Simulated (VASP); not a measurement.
## What goes wrong when Sn (Tin-alpha) is relaxed with a bad input

Aim: see how common mistakes in a VASP relaxation show up, on Sn (Tin-alpha). The starting structure is a measured crystal structure from the Crystallography Open Database. The first relaxation on each setting starts from this cell expanded by 3 % in volume.

Calculated with VASP 6.6.1; Kohn-Sham DFT with plane waves and PAW; PBEsol.

### Step 1. The starting structure

The structure is cubic, space group Fd-3m (No. 227). Conventional cell: a = 6.491 Å, b = 6.491 Å, c = 6.491 Å, α = 90.00°, β = 90.00°, γ = 90.00°. Nearest to Sn lie 4 Sn at 2.81 Å.

Coordinates:

```
Sn
1.0
     0.00000    3.24560    3.24560
     3.24560    0.00000    3.24560
     3.24560    3.24560    0.00000
Sn
2
Direct
  0.75000 0.75000 0.75000
  0.50000 0.50000 0.50000
```

### Step 2. Reference relaxation

The input, INCAR:

```
SYSTEM = Sn
PREC = Accurate
ENCUT = 450
EDIFF = 1E-06
NELM = 100
ISMEAR = 1
SIGMA = 0.15
LREAL = .FALSE.
ALGO = Normal
GGA = PS
NBANDS = 20
LORBIT = 11
LWAVE = .FALSE.
LCHARG = .FALSE.
KPAR = 4
IBRION = 2
NSW = 50
ISIF = 3
EDIFFG = -0.006
```

The input, POSCAR:

```
Sn
1.0
    0.0000000000      3.2777367435      3.2777367435
    3.2777367435      0.0000000000      3.2777367435
    3.2777367435      3.2777367435      0.0000000000
Sn
2
Direct
    0.7500000000      0.7500000000      0.7500000000
    0.5000000000      0.5000000000      0.5000000000
```

The input, KPOINTS:

```
Automatic mesh
0
Gamma
12 12 12
0 0 0
```

Potentials, in the order of the species: Sn_d (PBE family, release 64).

The run is started by

```console
mpirun -np 4 vasp_std
```

Log:

```text
[banner, memory and clock lines left out]
running    4 mpi-ranks, on    1 nodes
 distrk:  each k-point on    1 cores,    4 groups
 distr:  one band on    1 cores,    1 groups

 POSCAR found type information on POSCAR Sn
 POSCAR found :  1 types and       2 ions
|                                                                             |
|               ----> ADVICE to this user running VASP <----                  |
|                                                                             |
|     You enforced a specific xc type in the INCAR file but a different       |
|     [... a line on the potential file left out ...]
|     I HOPE YOU KNOW WHAT YOU ARE DOING!                                     |
|                                                                             |

 LDA part: xc-table for (Slater+PW92), standard interpolation
 POSCAR, INCAR and KPOINTS ok, starting setup
 FFT: planning ... GRIDC
 FFT: planning ... GRID_SOFT
 FFT: planning ... GRID
 WAVECAR not read
 entering main loop
       N       E                     dE             d eps       ncg     rms          rms(c)
DAV:   1     0.212803166123E+03    0.21280E+03   -0.13953E+04  2900   0.185E+03
DAV:   2     0.135601251713E+02   -0.19924E+03   -0.19619E+03  2888   0.420E+02
DAV:   3    -0.786627708608E+01   -0.21426E+02   -0.21289E+02  3352   0.137E+02
DAV:   4    -0.853824983791E+01   -0.67197E+00   -0.67152E+00  3256   0.276E+01
DAV:   5    -0.856121161503E+01   -0.22962E-01   -0.22961E-01  3868   0.496E+00    0.314E+00
DAV:   6    -0.849508748793E+01    0.66124E-01   -0.42865E-02  3864   0.271E+00    0.177E+00
DAV:   7    -0.846341124036E+01    0.31676E-01   -0.51574E-02  3312   0.260E+00    0.164E-01
DAV:   8    -0.846432231599E+01   -0.91108E-03   -0.70896E-03  3136   0.103E+00    0.522E-02
DAV:   9    -0.846457405732E+01   -0.25174E-03   -0.33782E-04  3532   0.144E-01    0.119E-02
DAV:  10    -0.846459068126E+01   -0.16624E-04   -0.24286E-05  3436   0.411E-02    0.508E-03
DAV:  11    -0.846459239276E+01   -0.17115E-05   -0.24833E-06  2544   0.127E-02    0.856E-04
DAV:  12    -0.846459229453E+01    0.98224E-07   -0.22362E-07  2024   0.648E-03
   1 F= -.84645923E+01 E0= -.84644107E+01  d E =-.846459E+01
 curvature:   0.00 expect dE= 0.000E+00 dE for cont linesearch  0.000E+00
 trial: gam= 0.00000 g(F)=  0.117E-47 g(S)=  0.123E-02 ort = 0.000E+00 (trialstep = 0.100E+01)
 search vector abs. value=  0.123E-02
 bond charge predicted
       N       E                     dE             d eps       ncg     rms          rms(c)
DAV:   1    -0.849262497002E+01   -0.28033E-01   -0.57356E-01  3340   0.120E+01    0.885E-01
DAV:   2    -0.847034671299E+01    0.22278E-01   -0.38001E-02  3716   0.317E+00    0.394E-01
DAV:   3    -0.846529390432E+01    0.50528E-02   -0.14690E-02  3816   0.187E+00    0.565E-02
DAV:   4    -0.846505805674E+01    0.23585E-03   -0.63470E-04  3180   0.302E-01    0.159E-02
DAV:   5    -0.846504107880E+01    0.16978E-04   -0.33305E-05  3880   0.548E-02    0.683E-03
DAV:   6    -0.846504015373E+01    0.92508E-06   -0.33611E-06  2500   0.232E-02
   2 F= -.84650402E+01 E0= -.84648517E+01  d E =-.447859E-03
 trial-energy change:   -0.000448  1 .order   -0.000321   -0.001231    0.000590
 step:   0.7538(harm=  0.6760)  dis= 0.00000  next Energy=    -8.465111 (dE=-0.519E-03)
 bond charge predicted
       N       E                     dE             d eps       ncg     rms          rms(c)
DAV:   1    -0.846675030617E+01   -0.17092E-02   -0.35209E-02  3348   0.303E+00    0.217E-01
DAV:   2    -0.846541394681E+01    0.13364E-02   -0.22713E-03  3708   0.775E-01    0.970E-02
DAV:   3    -0.846510211819E+01    0.31183E-03   -0.91115E-04  3824   0.467E-01    0.137E-02
DAV:   4    -0.846508226389E+01    0.19854E-04   -0.40047E-05  3212   0.768E-02    0.404E-03
DAV:   5    -0.846507973421E+01    0.25297E-05   -0.18910E-06  2440   0.146E-02    0.175E-03
DAV:   6    -0.846507920688E+01    0.52733E-06   -0.50184E-07  1524   0.109E-02
   3 F= -.84650792E+01 E0= -.84648920E+01  d E =-.486912E-03
 curvature:  -0.32 expect dE=-0.232E-06 dE for cont linesearch -0.232E-06
 trial: gam=-0.02374 g(F)=  0.930E-46 g(S)=  0.729E-06 ort = 0.300E-04 (trialstep = 0.951E+00)
 search vector abs. value=  0.532E-09
 reached required accuracy - stopping structural energy minimisation
```

The job ended after 48 s (4 MPI ranks of Intel Xeon Platinum 8259CL at 2.50GHz (Skylake/Cascade Lake), shared host; peak memory 0.86 GiB).

Lines that name or quote the potential files are left out of all logs, and their timing lines are given in words.

From OUTCAR (step 2):

```text
ion  position               nearest neighbor table
   1  0.750  0.750  0.750-   2 2.84   2 2.84   2 2.84   2 2.84
   2  0.500  0.500  0.500-   1 2.84   1 2.84   1 2.84   1 2.84

  LATTYP: Found a face centered cubic cell.
 ALAT       =     6.5554734870

 Subroutine GETGRP returns: Found 48 space group operations
 (whereof 24 operations were pure point group operations)

The static configuration has the point symmetry T_d .
 The point group associated with its full space group is O_h .

 Found     72 irreducible k-points:

   k-points           NKPTS =     72   k-points in BZ     NKDIM =     72   number of bands    NBANDS=     20

   dimension x,y,z NGX =    32 NGY =   32 NGZ =   32
   dimension x,y,z NGXF=    64 NGYF=   64 NGZF=   64

   ENCUT  =  450.0 eV  33.07 Ry    5.75 a.u.   8.02  8.02  8.02*2*pi/ulx,y,z

   NELECT =      28.0000    total number of electrons

 k-points in reciprocal lattice and weights: Automatic mesh
   0.00000000  0.00000000  0.00000000       0.001
   0.08333333  0.00000000  0.00000000       0.005
   0.16666667  0.00000000  0.00000000       0.005
   0.25000000  0.00000000  0.00000000       0.005
   0.33333333  0.00000000  0.00000000       0.005
   0.41666667  0.00000000  0.00000000       0.005
   0.50000000  0.00000000  0.00000000       0.002
   0.08333333  0.08333333  0.00000000       0.003
   0.16666667  0.08333333  0.00000000       0.014
[...]
-0.33333333  0.50000000  0.16666667       0.007
  -0.25000000  0.50000000  0.25000000       0.003

 average (electrostatic) potential at core
       1-101.5336       2-101.5336

 E-fermi :   5.2264

 k-point     1 :       0.0000    0.0000    0.0000
  band No.  band energies     occupation
    ...
      8     -15.9590      2.00000
      9     -15.9525      2.00000
     10     -15.9525      2.00000
     11      -5.2316      2.00000
     12       4.3935      2.00000
     13       5.3326      0.07471
     14       5.3326      0.07471
     15       5.3326      0.07471
     16       7.3927     -0.00000
     17       7.3927     -0.00000
    ...

 k-point     2 :       0.0833    0.0000    0.0000
  band No.  band energies     occupation
    ...
     10     -15.9399      2.00000
     11      -5.1658      2.00000
     12       3.6004      2.00000
     13       5.1959      1.33649
     14       5.1959      1.33648
     15       5.6867     -0.00013
     16       7.5688     -0.00000
     17       7.5688     -0.00000
     18       7.6597     -0.00000
     19      10.4585      0.00000
    ...

 k-point     3 :       0.1667    0.0000    0.0000
  band No.  band energies     occupation
    ...
     10     -15.9271      2.00000
     11      -4.9709      2.00000
     12       2.3947      2.00000
     13       4.9030      2.00936
     14       4.9030      2.00936
     15       5.7075     -0.00006
     16       7.9433     -0.00000
     17       7.9433     -0.00000
     18       8.4960      0.00000
     19      11.2209      0.00000
    ...

  Total       -0.0031743     -0.0031743     -0.0031743      0.0000000     -0.0000000     -0.0000000
  in kB       -0.0727287     -0.0727287     -0.0727287      0.0000000     -0.0000000     -0.0000000
  external PRESSURE =      -0.0727287 kB  Pullay stress =       0.0000000 kB

  energy-cutoff  :      450.00
  volume of cell :       69.93
      direct lattice vectors                 reciprocal lattice vectors
     0.000000000  3.269962305  3.269962305    -0.152906961  0.152906961  0.152906961
     3.269962305  0.000000000  3.269962305     0.152906961 -0.152906961  0.152906961
     3.269962305  3.269962305  0.000000000     0.152906961  0.152906961 -0.152906961

 POSITION                                       TOTAL-FORCE (eV/Angst)
 -----------------------------------------------------------------------------------
      4.90494      4.90494      4.90494         0.000000      0.000000      0.000000
      3.26996      3.26996      3.26996        -0.000000     -0.000000     -0.000000
 -----------------------------------------------------------------------------------
    total drift:                               -0.000000     -0.000000      0.000000

  FREE ENERGIE OF THE ION-ELECTRON SYSTEM (eV)
  ---------------------------------------------------
  free  energy   TOTEN  =        -8.4650792069 eV

  energy  without entropy=       -8.4645174461  energy(sigma->0) =       -8.46489195

 reached required accuracy - stopping structural energy minimisation

 total charge
# of ion       s       p       d       tot
------------------------------------------
    1        1.166   1.188   9.968  12.322
    2        1.166   1.188   9.968  12.322
--------------------------------------------------
tot          2.333   2.376  19.936  24.644

[... 3 further parts left out ...]
```

CONTCAR:

```
Sn
   1.00000000000000
     0.0000000000000000    3.2699623047298276    3.2699623047298276
     3.2699623047298276    0.0000000000000000    3.2699623047298276
     3.2699623047298276    3.2699623047298276    0.0000000000000000
  Sn
     2
Direct
     0.7500000000000000    0.7500000000000000    0.7500000000000000
     0.5000000000000000    0.5000000000000000    0.5000000000000000
```

The PAW data sets were made with PBE, which is usual practice but a small mismatch for other functionals. The run keeps the 48 symmetry operations of its start, so it cannot find a distortion of lower symmetry.

The reference relaxation ends at 34.965 Å³ an atom.

### Step 3. Relaxation with one electron too many

A slip made on purpose: one electron too many. Against step 2 the input has NELECT = 29 (also changed: NELM).

Edit INCAR of step 2 so:

```diff
@@ -4,3 +4,3 @@
 EDIFF = 1E-06
-NELM = 100
+NELM = 60
 ISMEAR = 1
@@ -19 +19,2 @@
 EDIFFG = -0.006
+NELECT = 29
```

POSCAR is that of step 2.

KPOINTS is that of step 2.

The run is started by

```console
mpirun -np 4 vasp_std
```

Log:

```text
[banner, memory and clock lines left out]
running    4 mpi-ranks, on    1 nodes
[...]
[... a notice as in an earlier step ...]

 LDA part: xc-table for (Slater+PW92), standard interpolation
 POSCAR, INCAR and KPOINTS ok, starting setup
[...]
entering main loop
       N       E                     dE             d eps       ncg     rms          rms(c)
DAV:   1     0.227622752247E+03    0.22762E+03   -0.14207E+04  2900   0.190E+03
DAV:   2     0.206959452492E+02   -0.20693E+03   -0.20329E+03  2888   0.434E+02
DAV:   3    -0.179476784308E+01   -0.22491E+02   -0.22139E+02  3352   0.141E+02
DAV:   4    -0.253021214792E+01   -0.73544E+00   -0.73354E+00  3256   0.287E+01
DAV:   5    -0.255513918663E+01   -0.24927E-01   -0.24923E-01  3868   0.515E+00BRMIX: very serious problems
 the old and the new charge density differ
 old charge density:    28.00000 new   29.00000
BRMIX: very serious problems
 the old and the new charge density differ
 old charge density:    28.00000 new   29.00000
BRMIX: very serious problems
[...]
[... from here on, the cycles between the ionic steps are left out ...]
   2 F= -.53932782E+01 E0= -.53926463E+01  d E =-.294793E+01
   3 F= -.53938986E+01 E0= -.53933004E+01  d E =-.294856E+01
   4 F= -.53939017E+01 E0= -.53933042E+01  d E =-.309098E-05
   5 F= -.53939102E+01 E0= -.53933131E+01  d E =-.115590E-04
   6 F= -.53939099E+01 E0= -.53933129E+01  d E =0.258191E-06
   7 F= -.53939100E+01 E0= -.53933130E+01  d E =0.173544E-06
   8 F= -.53939103E+01 E0= -.53933132E+01  d E =-.477903E-07
   9 F= -.53939107E+01 E0= -.53933137E+01  d E =-.489758E-06
  10 F= -.53939116E+01 E0= -.53933147E+01  d E =-.137209E-05
  11 F= -.53939133E+01 E0= -.53933166E+01  d E =-.314773E-05
  12 F= -.53939169E+01 E0= -.53933204E+01  d E =-.673550E-05
  13 F= -.53939236E+01 E0= -.53933275E+01  d E =-.134390E-04
  14 F= -.53939369E+01 E0= -.53933417E+01  d E =-.266699E-04
  15 F= -.53939629E+01 E0= -.53933696E+01  d E =-.526873E-04
  16 F= -.53940129E+01 E0= -.53934232E+01  d E =-.102675E-03
  17 F= -.53941032E+01 E0= -.53935209E+01  d E =-.193010E-03
  18 F= -.53942468E+01 E0= -.53936789E+01  d E =-.336622E-03
  19 F= -.53943855E+01 E0= -.53938457E+01  d E =-.475332E-03
  20 F= -.53943832E+01 E0= -.53938562E+01  d E =-.472981E-03
[...]
reached required accuracy - stopping structural energy minimisation
```

Elapsed: 2.4 min, on 4 MPI ranks; peak memory 0.91 GiB.

From OUTCAR (step 3):

```text
  Total       -0.0049622     -0.0049622     -0.0049622     -0.0000000     -0.0000000      0.0000000
  in kB       -0.0551715     -0.0551715     -0.0551715     -0.0000000     -0.0000000      0.0000000
  external PRESSURE =      -0.0551715 kB  Pullay stress =       0.0000000 kB

 POSITION                                       TOTAL-FORCE (eV/Angst)
 -----------------------------------------------------------------------------------
      6.24174      6.24174      6.24174        -0.000000     -0.000000      0.000000
      4.16116      4.16116      4.16116         0.000000      0.000000     -0.000000
 -----------------------------------------------------------------------------------
    total drift:                               -0.000000     -0.000000      0.000000

  FREE ENERGIE OF THE ION-ELECTRON SYSTEM (eV)
  ---------------------------------------------------
  free  energy   TOTEN  =        -5.3943831832 eV

  energy  without entropy=       -5.3928022049  energy(sigma->0) =       -5.39385619

[... 2 parts as in an earlier step ...]

[... 2 further parts left out ...]
[key lines of the parts left out:]
E-fermi :   0.7879
```

Logs of long relaxations may skip ionic steps without a mark.

With one electron too many the cell ends at 72.051 Å³ an atom, +106.07 % from the reference.

### Step 4. Relaxation with too few ionic steps

A slip made on purpose: too few ionic steps. Against step 2 the input has NSW = 2 (also changed: NELM).

Edit INCAR of step 3 so:

```diff
@@ -16,5 +16,4 @@
 IBRION = 2
-NSW = 50
+NSW = 2
 ISIF = 3
 EDIFFG = -0.006
-NELECT = 29
```

POSCAR is that of step 3.

KPOINTS is that of step 3.

The run is started by

```console
mpirun -np 4 vasp_std
```

Log:

```text
[... set-up lines as in an earlier step ...]
 entering main loop
       N       E                     dE             d eps       ncg     rms          rms(c)
[... 12 cycles as in an earlier step ...]
   1 F= -.84645923E+01 E0= -.84644107E+01  d E =-.846459E+01
[...]
N       E                     dE             d eps       ncg     rms          rms(c)
[... 6 cycles as in an earlier step ...]
   2 F= -.84650402E+01 E0= -.84648517E+01  d E =-.447859E-03
 trial-energy change:   -0.000448  1 .order   -0.000321   -0.001231    0.000590
 step:   0.7538(harm=  0.6760)  dis= 0.00000  next Energy=    -8.465111 (dE=-0.519E-03)
```

It took 35 s on 4 MPI ranks; peak memory 0.86 GiB.

OUTCAR, selected parts (step 4):

```text
  Total        0.0625318      0.0625318      0.0625318      0.0000000      0.0000000     -0.0000000
  in kB        1.4360379      1.4360379      1.4360379      0.0000000      0.0000000     -0.0000000
  external PRESSURE =       1.4360379 kB  Pullay stress =       0.0000000 kB

 POSITION                                       TOTAL-FORCE (eV/Angst)
 -----------------------------------------------------------------------------------
      4.90113      4.90113      4.90113        -0.000000     -0.000000     -0.000000
      3.26742      3.26742      3.26742         0.000000      0.000000      0.000000
 -----------------------------------------------------------------------------------
    total drift:                               -0.000000     -0.000000      0.000000

  FREE ENERGIE OF THE ION-ELECTRON SYSTEM (eV)
  ---------------------------------------------------
  free  energy   TOTEN  =        -8.4650401537 eV

  energy  without entropy=       -8.4644746781  energy(sigma->0) =       -8.46485166

[... 1 part as in an earlier step ...]

[... 2 further parts left out ...]
[key lines of the parts left out:]
E-fermi :   5.2515
```

The relaxation used up its 2 ionic steps (NSW) before forces and stress met EDIFFG.

(Continued in part 2 of 2.)

[Lines on the potential files, build, host, timing and source positions are cut from VASP's logs without a mark.]

[Logs are printed without paths, hosts, clocks, repeated set-up lines and the standing remarks that a program may print on its own settings, such as how far it seeks lower states.]

[Hosts, paths, dates, database ids (printed as entryN), source tags and the programs' standing remarks are cut or masked in the printed files.]
